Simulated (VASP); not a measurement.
An input for Quantum ESPRESSO's pw.x (written as the equivalent of a VASP run, and not itself run):

```
&CONTROL
  calculation = 'vc-relax'
  pseudo_dir = './pseudo'
  outdir = './out'
  tprnfor = .true.
  tstress = .true.
  nstep = 60
  forc_conv_thr = 0.00039
/
&SYSTEM
  ibrav = 0
  nat = 4
  ntyp = 2
  ecutwfc = 86
  occupations = 'smearing'
  smearing = 'gaussian'
  degauss = 0.003675
  input_dft = 'pbesol'
/
&ELECTRONS
  conv_thr = 7.3e-08
  electron_maxstep = 100
/
&IONS
/
&CELL
/
ATOMIC_SPECIES
  Hg 200.592 Hg.upf
  Se 78.971 Se.upf
CELL_PARAMETERS angstrom
     3.7800000    0.0000000    0.0000000
    -1.8900000    3.2735760    0.0000000
     0.0000000    0.0000000    6.3000000
ATOMIC_POSITIONS crystal
  Hg   0.0000000  0.0000000  0.0000000
  Hg   0.0000000  0.0000000  0.5000000
  Se   0.3333330  0.6666670  0.2500000
  Se   0.6666670  0.3333330  0.7500000
K_POINTS automatic
  7 7 4 0 0 0
```

Q: Translate this input to VASP (INCAR, KPOINTS, POSCAR, choice of POTCAR).

A: One answer among several that fit: 
### INCAR
```
ALGO = Normal
EDIFF = 1E-6
EDIFFG = -0.01
ENCUT = 400
GGA = PS
IBRION = 2
ISIF = 3
ISMEAR = 0
LASPH = .True.
LCHARG = .False.
LMAXMIX = 6
LREAL = .False.
LWAVE = .False.
NELM = 100
NSW = 60
PREC = Accurate
SIGMA = 0.05
SYSTEM = HgSe
```

### POSCAR
```
HgSe
1
    3.7800000000     0.0000000000     0.0000000000
   -1.8900000000     3.2735760000     0.0000000000
    0.0000000000     0.0000000000     6.3000000000
Hg Se
2 2
Direct
  0.0000000000   0.0000000000   0.0000000000
  0.0000000000   0.0000000000   0.5000000000
  0.3333330000   0.6666670000   0.2500000000
  0.6666670000   0.3333330000   0.7500000000
```

**KPOINTS**
```
Automatic mesh
0
Gamma
7 7 4
0 0 0
```

POTCAR, in this order: Hg Se (PBE.64 set). Program: vasp_std.

What does not carry over: the potentials are each code's own (VASP's PAW set, PseudoDojo norm-conserving files in pw.x), so ENCUT and ecutwfc are chosen apart and not converted; conv_thr bounds pw.x's estimated SCF error, while EDIFF bounds the energy change between steps; forc_conv_thr acts on force components and is met together with etot_conv_thr.

The structure was generated: HgSe was put into the NiAs type type (P6_3/mmc), which need not be its known phase. This run relaxes it. Symmetry was kept, so distortions that lower it aren't found.
